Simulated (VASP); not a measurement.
Output of a VASP run:

### OSZICAR
```
...
DAV:   4    -0.643116339973E+02   -0.19751E+01   -0.19084E+01  8600   0.283E+01
DAV:   5    -0.643628901515E+02   -0.51256E-01   -0.50192E-01  9034   0.439E+00    0.378E+01
DAV:   6    -0.583131778871E+02    0.60497E+01   -0.17641E+02  8506   0.101E+02    0.459E+01
DAV:   7    -0.508965855840E+02    0.74166E+01   -0.12141E+02  8846   0.106E+02    0.175E+01
DAV:   8    -0.486289586892E+02    0.22676E+01   -0.83603E+00  8064   0.241E+01    0.754E+00
DAV:   9    -0.480651895838E+02    0.56377E+00   -0.24354E+00  9596   0.129E+01    0.264E+00
DAV:  10    -0.481022780810E+02   -0.37088E-01   -0.19490E-01  7996   0.354E+00    0.143E+00
DAV:  11    -0.481039461736E+02   -0.16681E-02   -0.58155E-02  9066   0.223E+00    0.617E-01
DAV:  12    -0.481042789208E+02   -0.33275E-03   -0.57014E-03  8900   0.534E-01    0.370E-01
DAV:  13    -0.481036333280E+02    0.64559E-03   -0.26153E-03  9456   0.499E-01    0.140E-01
DAV:  14    -0.481036543020E+02   -0.20974E-04   -0.41839E-04  9298   0.166E-01    0.670E-02
DAV:  15    -0.481036640485E+02   -0.97465E-05   -0.10359E-04  8632   0.906E-02    0.420E-02
DAV:  16    -0.481036611342E+02    0.29143E-05   -0.42478E-05  9506   0.613E-02    0.885E-03
DAV:  17    -0.481036615931E+02   -0.45889E-06   -0.30086E-06  8198   0.114E-02    0.643E-03
DAV:  18    -0.481036618976E+02   -0.30454E-06   -0.71982E-07  8202   0.775E-03    0.241E-03
DAV:  19    -0.481036619490E+02   -0.51439E-07   -0.28688E-07  6164   0.448E-03
   1 F= -.48103662E+02 E0= -.48103823E+02  d E =-.481037E+02  mag=     4.0000
       N       E                     dE             d eps       ncg     rms          rms(c)
DAV:   1    -0.481091797197E+02   -0.55178E-02   -0.81139E-01  7200   0.639E+00    0.581E-01
DAV:   2    -0.481076163929E+02    0.15633E-02   -0.25181E-02  8908   0.129E+00    0.437E-01
DAV:   3    -0.481066344814E+02    0.98191E-03   -0.42082E-03  9738   0.647E-01    0.292E-01
DAV:   4    -0.481060626890E+02    0.57179E-03   -0.28703E-03 10376   0.469E-01    0.226E-01
DAV:   5    -0.481060465780E+02    0.16111E-04   -0.32150E-04  9304   0.168E-01    0.124E-01
DAV:   6    -0.481060312501E+02    0.15328E-04   -0.39300E-05 10206   0.534E-02    0.102E-01
DAV:   7    -0.481060293876E+02    0.18625E-05   -0.22379E-05 10682   0.353E-02    0.194E-02
DAV:   8    -0.481060298619E+02   -0.47427E-06   -0.16543E-06  8640   0.932E-03    0.590E-03
DAV:   9    -0.481060299920E+02   -0.13009E-06   -0.20908E-07  5384   0.352E-03    0.245E-03
DAV:  10    -0.481060300698E+02   -0.77775E-07   -0.52312E-08  4200   0.160E-03
   2 F= -.48106030E+02 E0= -.48106239E+02  d E =-.236812E-02  mag=     4.0000
       N       E                     dE             d eps       ncg     rms          rms(c)
DAV:   1    -0.481067873470E+02   -0.75735E-03   -0.13458E-01  7224   0.260E+00    0.238E-01
DAV:   2    -0.481065183052E+02    0.26904E-03   -0.41875E-03  8854   0.530E-01    0.180E-01
DAV:   3    -0.481063574599E+02    0.16085E-03   -0.71171E-04  9724   0.265E-01    0.118E-01
DAV:   4    -0.481062605620E+02    0.96898E-04   -0.48079E-04 10314   0.191E-01    0.923E-02
DAV:   5    -0.481062579680E+02    0.25940E-05   -0.53579E-05  9280   0.682E-02    0.506E-02
DAV:   6    -0.481062555198E+02    0.24482E-05   -0.63659E-06 10234   0.213E-02    0.416E-02
DAV:   7    -0.481062552736E+02    0.24625E-06   -0.36325E-06 10726   0.142E-02    0.798E-03
DAV:   8    -0.481062553743E+02   -0.10070E-06   -0.25674E-07  5664   0.382E-03    0.236E-03
DAV:   9    -0.481062554060E+02   -0.31777E-07   -0.43790E-08  3960   0.166E-03
   3 F= -.48106255E+02 E0= -.48106488E+02  d E =-.259346E-02  mag=     4.0000
```

**OUTCAR**
```
------------------------ aborting loop because EDIFF is reached ----------------------------------------
  FORCE on cell =-STRESS in cart. coord.  units (eV):
  Direction    XX          YY          ZZ          XY          YZ          ZX
  --------------------------------------------------------------------------------------
  Total       -2.1313620     -2.1313620     -2.1433830      0.0000000      0.0000000      0.0000000
  in kB      -56.2768275    -56.2768275    -56.5942334      0.0000000      0.0000000      0.0000000
  external PRESSURE =     -56.3826294 kB  Pullay stress =       0.0000000 kB
  volume of cell :       60.68
      direct lattice vectors                 reciprocal lattice vectors
     4.529005471 -0.000000000  0.000000000     0.220799027  0.000000000  0.000000000
     0.000000000  4.529005471  0.000000000     0.000000000  0.220799027  0.000000000
     0.000000000  0.000000000  2.958233791     0.000000000  0.000000000  0.338039543
 POSITION                                       TOTAL-FORCE (eV/Angst)
 -----------------------------------------------------------------------------------
      0.00000      0.00000      0.00000        -0.000000      0.000000     -0.000000
      2.26450      2.26450      1.47912        -0.000000      0.000000     -0.000000
      1.38038      1.38038      0.00000        -0.001101     -0.001101      0.000000
      3.64488      0.88412      1.47912        -0.001101      0.001101     -0.000000
      0.88412      3.64488      1.47912         0.001101     -0.001101     -0.000000
      3.14863      3.14863      0.00000         0.001101      0.001101     -0.000000
 -----------------------------------------------------------------------------------
    total drift:                               -0.000000      0.000000     -0.000000
  FREE ENERGIE OF THE ION-ELECTRON SYSTEM (eV)
  ---------------------------------------------------
  free  energy   TOTEN  =       -48.1062554060 eV

  energy  without entropy=      -48.1069525657  energy(sigma->0) =      -48.10648779

 total charge

# of ion       s       p       d       tot
------------------------------------------
    1        0.351   6.410   3.951  10.713
    2        0.351   6.410   3.951  10.713
    3        1.574   3.438   0.000   5.012
    4        1.574   3.438   0.000   5.012
    5        1.574   3.438   0.000   5.012
    6        1.574   3.438   0.000   5.012
--------------------------------------------------
tot          6.998  26.572   7.902  41.472

 magnetization (x)

# of ion       s       p       d       tot
------------------------------------------
    1        0.023   0.031   2.114   2.169
    2        0.023   0.031   2.114   2.169
    3       -0.003  -0.105   0.000  -0.108
    4       -0.003  -0.105   0.000  -0.108
    5       -0.003  -0.105   0.000  -0.108
    6       -0.003  -0.105   0.000  -0.108
--------------------------------------------------
tot          0.034  -0.357   4.229   3.906

 reached required accuracy - stopping structural energy minimisation
```
(Selected blocks of OUTCAR.)

POSCAR:
```
CrO2
1
    4.5187561433     0.0000000000     0.0000000000
    0.0000000000     4.5187561433     0.0000000000
    0.0000000000     0.0000000000     2.9716685914
Cr O
2 4
Direct
  0.0000000000   0.0000000000   0.0000000000
  0.5000000000   0.5000000000   0.5000000000
  0.3037910679   0.3037910679   0.0000000000
  0.8037910679   0.1962089321   0.5000000000
  0.1962089321   0.8037910679   0.5000000000
  0.6962089321   0.6962089321   0.0000000000
```

Problem. Reconstruct the remaining input files.

Solution. One answer among several that fit: the input of the run itself, revPBE GGA, plane waves, VASP's PBE PAW potentials (set 64).

File KPOINTS:
```
kpoints
0
Gamma
  7 7 10
0 0 0
```

INCAR:
```
SYSTEM = CrO2
PREC = Accurate
ENCUT = 520
EDIFF = 1E-7
NELM = 100
ALGO = Normal
LREAL = .FALSE.
LASPH = .TRUE.
ISMEAR = 1
SIGMA = 0.1
GGA = RE
LMAXMIX = 4
ISPIN = 2
MAGMOM = 2.1 2.1 -0.1 -0.1 -0.1 -0.1
LORBIT = 10
LWAVE = .FALSE.
LCHARG = .FALSE.
ISIF = 4
IBRION = 2
NSW = 30
EDIFFG = -0.01
```

POTCAR, in this order: Cr_pv O (PBE.64 set). Program: vasp_std.

The compound is CrO2 in the rutile structure. This cell is one point of a volume scan, at 1.03 of the reference volume. Symmetry was kept, so distortions that lower it aren't found.
